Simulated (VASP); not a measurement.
# AlCo: how cutoff and mesh change the relaxed cell

How far does the relaxed cell of AlCo depend on cutoff and k mesh? The starting structure is a computed structure from the Materials Project. The first relaxation on each setting starts from this cell expanded by 3 % in volume.

Main program and level: VASP 6.6.1; Kohn-Sham DFT with plane waves and PAW; PBEsol.

**1. Set-up**

It takes space group Pm-3m (No. 221, cubic). Conventional cell: a = 2.819 Å, b = 2.819 Å, c = 2.819 Å, α = 90.00°, β = 90.00°, γ = 90.00°. Co has 8 Al at 2.44 Å nearest. Nearest to Al lie 8 Co at 2.44 Å. Farther neighbours are not listed.

Coordinates:

```cif
data_structure
_symmetry_space_group_name_H-M 'Pm-3m'
_symmetry_Int_Tables_number 221
_cell_length_a 2.8194
_cell_length_b 2.8194
_cell_length_c 2.8194
_cell_angle_alpha 90.000
_cell_angle_beta 90.000
_cell_angle_gamma 90.000
_cell_volume 22.41
loop_
_atom_site_label
_atom_site_type_symbol
_atom_site_symmetry_multiplicity
_atom_site_Wyckoff_symbol
_atom_site_fract_x
_atom_site_fract_y
_atom_site_fract_z
_atom_site_occupancy
Co1 Co 1 b 0.50000 0.50000 0.50000 1
Al1 Al 1 a 0.00000 0.00000 0.00000 1
```

**2. Reference relaxation**

INCAR

```
SYSTEM = AlCo
PREC = Accurate
ENCUT = 450
EDIFF = 1E-06
NELM = 100
ISMEAR = 1
SIGMA = 0.15
LREAL = .FALSE.
ALGO = Normal
GGA = PS
NBANDS = 13
ISPIN = 2
MAGMOM = 2 0
LMAXMIX = 4
LORBIT = 11
LWAVE = .FALSE.
LCHARG = .FALSE.
KPAR = 4
IBRION = 2
NSW = 50
ISIF = 3
EDIFFG = -0.006
```

POSCAR

```
AlCo
1.0
    2.8473199088      0.0000000000      0.0000000000
    0.0000000000      2.8473199088      0.0000000000
    0.0000000000      0.0000000000      2.8473199088
Co Al
1 1
Direct
    0.5000000000      0.5000000000      0.5000000000
    0.0000000000      0.0000000000      0.0000000000
```

KPOINTS

```
Automatic mesh
0
Gamma
16 16 16
0 0 0
```

PAW data sets: Co and Al (PBE family, release 64).

Launch:

```
$ mpirun -np 4 vasp_std
```

Output:

```text
[banner, memory and clock lines left out]
running    4 mpi-ranks, on    1 nodes
 distrk:  each k-point on    1 cores,    4 groups
 distr:  one band on    1 cores,    1 groups

 POSCAR found type information on POSCAR CoAl
 POSCAR found :  2 types and       2 ions
|                                                                             |
|               ----> ADVICE to this user running VASP <----                  |
|                                                                             |
|     You enforced a specific xc type in the INCAR file but a different       |
|     [... a line on the potential file left out ...]
|     I HOPE YOU KNOW WHAT YOU ARE DOING!                                     |
|                                                                             |

 LDA part: xc-table for (Slater+PW92), standard interpolation
 POSCAR, INCAR and KPOINTS ok, starting setup
 FFT: planning ... GRIDC
 FFT: planning ... GRID_SOFT
 FFT: planning ... GRID
 WAVECAR not read
 entering main loop
       N       E                     dE             d eps       ncg     rms          rms(c)
DAV:   1     0.320229587274E+02    0.32023E+02   -0.47316E+03  8761   0.865E+02
DAV:   2    -0.131077504425E+02   -0.45131E+02   -0.41239E+02  9045   0.162E+02
DAV:   3    -0.145160343032E+02   -0.14083E+01   -0.13938E+01 10416   0.332E+01
DAV:   4    -0.145370897380E+02   -0.21055E-01   -0.21048E-01 10067   0.372E+00
DAV:   5    -0.145378015482E+02   -0.71181E-03   -0.71179E-03 10634   0.729E-01    0.141E+01
DAV:   6    -0.175517411520E+02   -0.30139E+01   -0.57307E+01  9850   0.101E+02    0.180E+01
DAV:   7    -0.130886242510E+02    0.44631E+01   -0.29445E+01 10035   0.644E+01    0.246E+00
DAV:   8    -0.130813974859E+02    0.72268E-02   -0.22614E-01 10286   0.365E+00    0.140E+00
DAV:   9    -0.130675433691E+02    0.13854E-01   -0.60033E-02 10498   0.213E+00    0.661E-01
DAV:  10    -0.130672030884E+02    0.34028E-03   -0.11882E-03 10063   0.352E-01    0.203E-01
DAV:  11    -0.130671293843E+02    0.73704E-04   -0.18163E-04 11517   0.140E-01    0.108E-01
DAV:  12    -0.130671226360E+02    0.67483E-05   -0.61882E-05 11054   0.773E-02    0.365E-02
DAV:  13    -0.130671244825E+02   -0.18465E-05   -0.88598E-06  9974   0.239E-02    0.856E-03
DAV:  14    -0.130671240942E+02    0.38832E-06   -0.74973E-07  5315   0.973E-03
   1 F= -.13067124E+02 E0= -.13067573E+02  d E =-.130671E+02  mag=     0.0004
 curvature:   0.00 expect dE= 0.000E+00 dE for cont linesearch  0.000E+00
 trial: gam= 0.00000 g(F)=  0.000E+00 g(S)=  0.338E-01 ort = 0.000E+00 (trialstep = 0.100E+01)
 search vector abs. value=  0.338E-01
 bond charge predicted
       N       E                     dE             d eps       ncg     rms          rms(c)
DAV:   1    -0.135468338379E+02   -0.47971E+00   -0.55865E+00  9565   0.346E+01    0.627E+00
DAV:   2    -0.141976765568E+02   -0.65084E+00   -0.15497E+01  9915   0.505E+01    0.830E+00
DAV:   3    -0.130811613314E+02    0.11165E+01   -0.74240E+00  9895   0.333E+01    0.104E+00
DAV:   4    -0.130723961837E+02    0.87651E-02   -0.35788E-02  9747   0.143E+00    0.560E-01
DAV:   5    -0.130684390991E+02    0.39571E-02   -0.10139E-02 13097   0.943E-01    0.108E-01
DAV:   6    -0.130684275155E+02    0.11584E-04   -0.23066E-04 10285   0.188E-01    0.414E-02
DAV:   7    -0.130684265888E+02    0.92670E-06   -0.55318E-06 11064   0.181E-02
   2 F= -.13068427E+02 E0= -.13068864E+02  d E =-.130249E-02  mag=     0.0000
 trial-energy change:   -0.001302  1 .order    0.000703   -0.033789    0.035194
 step:   0.5332(harm=  0.4898)  dis= 0.00000  next Energy=   -13.076437 (dE=-0.931E-02)
 bond charge predicted
       N       E                     dE             d eps       ncg     rms          rms(c)
DAV:   1    -0.131820107844E+02   -0.11358E+00   -0.12531E+00  9445   0.167E+01    0.288E+00
DAV:   2    -0.133369689394E+02   -0.15496E+00   -0.36736E+00 10100   0.238E+01    0.400E+00
DAV:   3    -0.130791503365E+02    0.25782E+00   -0.14654E+00  9880   0.157E+01    0.472E-01
DAV:   4    -0.130765966889E+02    0.25536E-02   -0.58420E-03  9300   0.659E-01    0.172E-01
DAV:   5    -0.130762495511E+02    0.34714E-03   -0.10304E-03 13327   0.295E-01    0.302E-02
DAV:   6    -0.130762555328E+02   -0.59817E-05   -0.23731E-05  9686   0.545E-02    0.645E-03
DAV:   7    -0.130762547174E+02    0.81540E-06   -0.10156E-06  5925   0.145E-02
   3 F= -.13076255E+02 E0= -.13076707E+02  d E =-.913062E-02  mag=     0.0000
 curvature:  -0.24 expect dE=-0.250E-07 dE for cont linesearch -0.250E-07
 trial: gam= 0.00000 g(F)=  0.278E-65 g(S)=  0.103E-06 ort =-0.589E-04 (trialstep = 0.907E+00)
 search vector abs. value=  0.103E-06
 reached required accuracy - stopping structural energy minimisation
```

The job ended after 14 s (4 MPI ranks of Intel Xeon 6975P-C (Granite Rapids), shared host; peak memory 0.71 GiB; 52 s of CPU time).

Lines that name or quote the potential files are left out of all logs, and their timing lines are given in words.

Parts of OUTCAR (step 2):

```text
ion  position               nearest neighbor table
   1  0.500  0.500  0.500-   2 2.47   2 2.47   2 2.47   2 2.47   2 2.47   2 2.47   2 2.47   2 2.47

  LATTYP: Found a simple cubic cell.
 ALAT       =     2.8473199088

 Subroutine GETGRP returns: Found 48 space group operations
 (whereof 48 operations were pure point group operations)

The static configuration has the point symmetry O_h .

 Found    165 irreducible k-points:

   k-points           NKPTS =    165   k-points in BZ     NKDIM =    165   number of bands    NBANDS=     13

   dimension x,y,z NGX =    20 NGY =   20 NGZ =   20
   dimension x,y,z NGXF=    40 NGYF=   40 NGZF=   40

   ENCUT  =  450.0 eV  33.07 Ry    5.75 a.u.   4.92  4.92  4.92*2*pi/ulx,y,z

   NELECT =      12.0000    total number of electrons

 k-points in reciprocal lattice and weights: Automatic mesh
   0.00000000  0.00000000  0.00000000       0.000
   0.06250000  0.00000000  0.00000000       0.001
   0.12500000  0.00000000  0.00000000       0.001
   0.18750000  0.00000000  0.00000000       0.001
   0.25000000  0.00000000  0.00000000       0.001
   0.31250000  0.00000000  0.00000000       0.001
   0.37500000  0.00000000  0.00000000       0.001
   0.43750000  0.00000000  0.00000000       0.001
   0.50000000  0.00000000  0.00000000       0.001
[...]
0.50000000  0.50000000  0.43750000       0.001
   0.50000000  0.50000000  0.50000000       0.000

 average (electrostatic) potential at core
       1 -77.2632       2 -68.5067

 E-fermi :  10.8517

 spin component 1
 k-point     1 :       0.0000    0.0000    0.0000
  band No.  band energies     occupation
    ...
      2       7.7180      1.00000
      3       7.7180      1.00000
      4      10.0008      1.00000
      5      10.0008      1.00000
      6      10.0008      1.00000
      7      16.9539      0.00000
      8      16.9539      0.00000
      9      16.9539      0.00000
     10      19.7133      0.00000
     11      19.7133      0.00000
    ...

 k-point     2 :       0.0625    0.0000    0.0000
  band No.  band energies     occupation
    ...
      2       7.7123      1.00000
      3       7.7395      1.00000
      4       9.9586      1.00000
      5       9.9586      1.00000
      6      10.0053      1.00000
      7      16.1937      0.00000
      8      17.0601      0.00000
      9      17.0601      0.00000
     10      19.7013      0.00000
     11      20.4225      0.00000
    ...

 k-point     3 :       0.1250    0.0000    0.0000
  band No.  band energies     occupation
    ...
      2       7.6792      1.00000
      3       7.8013      1.00000
      4       9.8428      1.00000
      5       9.8428      1.00000
      6      10.0180      1.00000
      7      14.8448      0.00000
      8      17.3685      0.00000
      9      17.3685      0.00000
     10      19.6658      0.00000
     11      21.6004      0.00000
    ...

 k-point     4 :       0.1875    0.0000    0.0000
  band No.  band energies     occupation
    ...
      2       7.5669      1.00000
      3       7.8959      1.00000
      4       9.6799      1.00000
      5       9.6799      1.00000
      6      10.0370      1.00000
      7      13.5203     -0.00000
      8      17.8538      0.00000
      9      17.8538      0.00000
     10      19.6085      0.00000
     11      22.6471      0.00000
    ...

 k-point     5 :       0.2500    0.0000    0.0000
  band No.  band energies     occupation
    ...
      2       7.2864      1.00000
      3       8.0110      1.00000
      4       9.5012      1.00000
      5       9.5012      1.00000
      6      10.0596      1.00000
      7      12.4212     -0.00000
      8      18.4864      0.00000
      9      18.4864      0.00000
     10      19.5340      0.00000
     11      23.5048      0.00000
    ...

 k-point     6 :       0.3125    0.0000    0.0000
  band No.  band energies     occupation
    ...
      2       6.7481      1.00000
      3       8.1302      1.00000
      4       9.3346      1.00000
      5       9.3346      1.00000
      6      10.0823      1.00000
      7      11.6614     -0.00000
      8      19.2391      0.00000
      9      19.2391      0.00000
     10      19.4508      0.00000
     11      24.2587      0.00000
    ...

  Total        0.0011913      0.0011913      0.0011913      0.0000000     -0.0000000      0.0000000
  in kB        0.0849059      0.0849059      0.0849059      0.0000000     -0.0000000      0.0000000
  external PRESSURE =       0.0849059 kB  Pullay stress =       0.0000000 kB

  energy-cutoff  :      450.00
  volume of cell :       22.48
      direct lattice vectors                 reciprocal lattice vectors
     2.822295004  0.000000000  0.000000000     0.354321571 -0.000000000  0.000000000
     0.000000000  2.822295004  0.000000000    -0.000000000  0.354321571  0.000000000
    -0.000000000 -0.000000000  2.822295004    -0.000000000 -0.000000000  0.354321571

 POSITION                                       TOTAL-FORCE (eV/Angst)
 -----------------------------------------------------------------------------------
      1.41115      1.41115      1.41115         0.000000      0.000000      0.000000
      0.00000      0.00000      0.00000        -0.000000     -0.000000      0.000000
 -----------------------------------------------------------------------------------
    total drift:                               -0.000000      0.000000     -0.000000

  FREE ENERGIE OF THE ION-ELECTRON SYSTEM (eV)
  ---------------------------------------------------
  free  energy   TOTEN  =       -13.0762547174 eV

  energy  without entropy=      -13.0776126205  energy(sigma->0) =      -13.07670735

 reached required accuracy - stopping structural energy minimisation

 total charge
# of ion       s       p       d       tot
------------------------------------------
    1        0.447   0.533   7.533   8.513
    2        0.397   0.441   0.000   0.838
--------------------------------------------------
tot          0.844   0.974   7.533   9.351

 magnetization (x)
# of ion       s       p       d       tot
------------------------------------------
    1        0.000   0.000   0.000   0.000
    2       -0.000  -0.000   0.000  -0.000
--------------------------------------------------
tot          0.000  -0.000   0.000   0.000

[... 3 further parts left out ...]
```

CONTCAR:

```
AlCo
   1.00000000000000
     2.8222950036105714    0.0000000000000000    0.0000000000000000
     0.0000000000000000    2.8222950036105714    0.0000000000000000
    -0.0000000000000000   -0.0000000000000000    2.8222950036105714
  Co              Al
     1     1
Direct
     0.5000000000000000    0.5000000000000000    0.5000000000000000
     0.0000000000000000    0.0000000000000000    0.0000000000000000
```

The moments of the start collapse, so the state is non-magnetic; other starts or orders were not tried. The PAW data sets were made with PBE, which is usual practice but a small mismatch for other functionals. The run keeps the 48 symmetry operations of its start, so it cannot find a distortion of lower symmetry.

The reference relaxation ends at 11.240 Å³ an atom.

**3. Relaxation with a cutoff of 270 eV**

Against step 2 the input has ENCUT = 270.

INCAR: that of step 2 with these lines changed.

```diff
@@ -2,3 +2,3 @@
 PREC = Accurate
-ENCUT = 450
+ENCUT = 270
 EDIFF = 1E-06
```

POSCAR is that of step 2.

KPOINTS is that of step 2.

Launch:

```
$ mpirun -np 4 vasp_std
```

Output:

```text
[banner, memory and clock lines left out]
running    4 mpi-ranks, on    1 nodes
[...]
[... a notice as in an earlier step ...]

 LDA part: xc-table for (Slater+PW92), standard interpolation
 POSCAR, INCAR and KPOINTS ok, starting setup
[...]
entering main loop
       N       E                     dE             d eps       ncg     rms          rms(c)
DAV:   1     0.199834068327E+02    0.19983E+02   -0.34474E+03  9077   0.558E+02
DAV:   2    -0.137942711399E+02   -0.33778E+02   -0.30800E+02  9115   0.125E+02
DAV:   3    -0.145117569285E+02   -0.71749E+00   -0.71413E+00 10483   0.209E+01
DAV:   4    -0.145191702880E+02   -0.74134E-02   -0.74122E-02  9590   0.212E+00
[...]
DAV:  12    -0.130591789573E+02    0.81419E-05   -0.46172E-05 10616   0.609E-02    0.366E-02
DAV:  13    -0.130591812095E+02   -0.22521E-05   -0.64295E-06  9816   0.188E-02    0.927E-03
DAV:  14    -0.130591811358E+02    0.73618E-07   -0.79155E-07  5135   0.889E-03
   1 F= -.13059181E+02 E0= -.13059630E+02  d E =-.130592E+02  mag=     0.0003
[...]
DAV:   7    -0.130565867256E+02    0.16255E-05   -0.12052E-05 12285   0.273E-02    0.641E-03
DAV:   8    -0.130565860174E+02    0.70814E-06   -0.13572E-06  5825   0.137E-02
   2 F= -.13056586E+02 E0= -.13057011E+02  d E =0.259512E-02  mag=     0.0000
 trial-energy change:    0.002595  1 .order    0.004024   -0.053608    0.061657
 step:   0.4837(harm=  0.4651)  dis= 0.00000  next Energy=   -13.072307 (dE=-0.131E-01)
[...]
N       E                     dE             d eps       ncg     rms          rms(c)
DAV:   1    -0.132755877944E+02   -0.21900E+00   -0.24084E+00  9330   0.213E+01    0.394E+00
DAV:   2    -0.135492623085E+02   -0.27367E+00   -0.68592E+00 10090   0.293E+01    0.540E+00
DAV:   3    -0.130785077206E+02    0.47075E+00   -0.26423E+00  9850   0.193E+01    0.684E-01
DAV:   4    -0.130733857636E+02    0.51220E-02   -0.10485E-02  9211   0.871E-01    0.273E-01
DAV:   5    -0.130724497500E+02    0.93601E-03   -0.21095E-03 13119   0.383E-01    0.449E-02
DAV:   6    -0.130724567392E+02   -0.69892E-05   -0.32660E-05  9387   0.509E-02    0.105E-02
DAV:   7    -0.130724560621E+02    0.67704E-06   -0.81468E-07  6345   0.102E-02
   3 F= -.13072456E+02 E0= -.13072910E+02  d E =-.132749E-01  mag=    -0.0000
[...]
reached required accuracy - stopping structural energy minimisation
```

Elapsed: 5.8 s, on 4 MPI ranks; peak memory 0.58 GiB.

Parts of OUTCAR (step 3):

```text
  Total       -0.0118784     -0.0118784     -0.0118784      0.0000000     -0.0000000      0.0000000
  in kB       -0.8497851     -0.8497851     -0.8497851      0.0000000     -0.0000000      0.0000000
  external PRESSURE =      -0.8497851 kB  Pullay stress =       0.0000000 kB

 POSITION                                       TOTAL-FORCE (eV/Angst)
 -----------------------------------------------------------------------------------
      1.40936      1.40936      1.40936        -0.000000     -0.000000      0.000000
      0.00000      0.00000      0.00000         0.000000      0.000000      0.000000
 -----------------------------------------------------------------------------------
    total drift:                                0.000000      0.000000      0.000000

  FREE ENERGIE OF THE ION-ELECTRON SYSTEM (eV)
  ---------------------------------------------------
  free  energy   TOTEN  =       -13.0724560621 eV

  energy  without entropy=      -13.0738183455  energy(sigma->0) =      -13.07291016

 magnetization (x)
# of ion       s       p       d       tot
------------------------------------------
    1       -0.000  -0.000   0.000   0.000
    2        0.000   0.000   0.000   0.000
--------------------------------------------------
tot          0.000  -0.000   0.000   0.000

[... 2 parts as in an earlier step ...]

[... 2 further parts left out ...]
[key lines of the parts left out:]
E-fermi :  10.9117
```

With a cutoff of 270 eV the cell ends at 11.198 Å³ an atom, -0.38 % from the reference.

**4. Relaxation with a 9×9×9 mesh**

Against step 2 the input has a 9×9×9 mesh.

INCAR: that of step 3 with these lines changed.

```diff
@@ -2,3 +2,3 @@
 PREC = Accurate
-ENCUT = 270
+ENCUT = 450
 EDIFF = 1E-06
```

POSCAR is that of step 3.

KPOINTS

```
Automatic mesh
0
Gamma
9 9 9
0 0 0
```

Launch:

```
$ mpirun -np 4 vasp_std
```

Output:

```text
[... set-up lines as in an earlier step ...]
 entering main loop
       N       E                     dE             d eps       ncg     rms          rms(c)
DAV:   1     0.321581130011E+02    0.32158E+02   -0.48090E+03  1865   0.871E+02
DAV:   2    -0.131656774239E+02   -0.45324E+02   -0.41291E+02  1885   0.163E+02
DAV:   3    -0.145162949061E+02   -0.13506E+01   -0.13354E+01  2261   0.327E+01
DAV:   4    -0.145368734482E+02   -0.20579E-01   -0.20573E-01  2177   0.364E+00
[...]
DAV:  12    -0.130714865378E+02    0.69464E-05   -0.10867E-04  2440   0.104E-01    0.408E-02
DAV:  13    -0.130714918843E+02   -0.53465E-05   -0.64981E-06  2110   0.286E-02    0.158E-02
DAV:  14    -0.130714921349E+02   -0.25056E-06   -0.13368E-06  1213   0.110E-02
   1 F= -.13071492E+02 E0= -.13072828E+02  d E =-.130715E+02  mag=     0.0000
[...]
N       E                     dE             d eps       ncg     rms          rms(c)
DAV:   1    -0.135676004726E+02   -0.49611E+00   -0.57827E+00  2060   0.351E+01    0.644E+00
[...]
DAV:   7    -0.130726550572E+02    0.84204E-05   -0.46597E-05  2595   0.767E-02    0.578E-03
DAV:   8    -0.130726549272E+02    0.13005E-06   -0.10372E-06  1218   0.111E-02
   2 F= -.13072655E+02 E0= -.13073883E+02  d E =-.116279E-02  mag=     0.0000
 trial-energy change:   -0.001163  1 .order   -0.000038   -0.034779    0.034703
 step:   0.5248(harm=  0.5005)  dis= 0.00000  next Energy=   -13.080780 (dE=-0.929E-02)
[...]
N       E                     dE             d eps       ncg     rms          rms(c)
DAV:   1    -0.131884036933E+02   -0.11575E+00   -0.13485E+00  2070   0.173E+01    0.287E+00
DAV:   2    -0.133262276510E+02   -0.13782E+00   -0.36459E+00  2150   0.237E+01    0.395E+00
DAV:   3    -0.130845715164E+02    0.24166E+00   -0.14656E+00  2120   0.156E+01    0.535E-01
DAV:   4    -0.130810489805E+02    0.35225E-02   -0.91680E-03  2141   0.954E-01    0.130E-01
DAV:   5    -0.130808219252E+02    0.22706E-03   -0.62895E-04  2805   0.194E-01    0.327E-02
DAV:   6    -0.130808252829E+02   -0.33577E-05   -0.90598E-06  2085   0.254E-02    0.122E-02
DAV:   7    -0.130808262203E+02   -0.93747E-06   -0.19683E-07  1170   0.365E-03
   3 F= -.13080826E+02 E0= -.13082128E+02  d E =-.933409E-02  mag=     0.0000
[...]
reached required accuracy - stopping structural energy minimisation
```

It took 4.8 s on 4 MPI ranks; peak memory 0.53 GiB.

OUTCAR, selected parts (step 4):

```text
  Total       -0.0020557     -0.0020557     -0.0020557      0.0000000     -0.0000000     -0.0000000
  in kB       -0.1465040     -0.1465040     -0.1465040      0.0000000     -0.0000000     -0.0000000
  external PRESSURE =      -0.1465040 kB  Pullay stress =       0.0000000 kB

 POSITION                                       TOTAL-FORCE (eV/Angst)
 -----------------------------------------------------------------------------------
      1.41117      1.41117      1.41117        -0.000000      0.000000      0.000000
      0.00000      0.00000      0.00000         0.000000      0.000000      0.000000
 -----------------------------------------------------------------------------------
    total drift:                               -0.000000      0.000000     -0.000000

  FREE ENERGIE OF THE ION-ELECTRON SYSTEM (eV)
  ---------------------------------------------------
  free  energy   TOTEN  =       -13.0808262203 eV

  energy  without entropy=      -13.0847318287  energy(sigma->0) =      -13.08212809

[... 2 parts as in an earlier step ...]

[... 3 further parts left out ...]
[key lines of the parts left out:]
E-fermi :  10.8607
```

With a 9×9×9 mesh the cell ends at 11.241 Å³ an atom, +0.00 % from the reference.

(Part 1 of 2 ends here.)

[Lines on the potential files, build, host, timing and source positions are cut from VASP's logs without a mark.]

[Logs are printed without paths, hosts, clocks, repeated set-up lines and the standing remarks that a program may print on its own settings, such as how far it seeks lower states.]

[Hosts, paths, dates, database ids (printed as entryN), source tags and the programs' standing remarks are cut or masked in the printed files.]
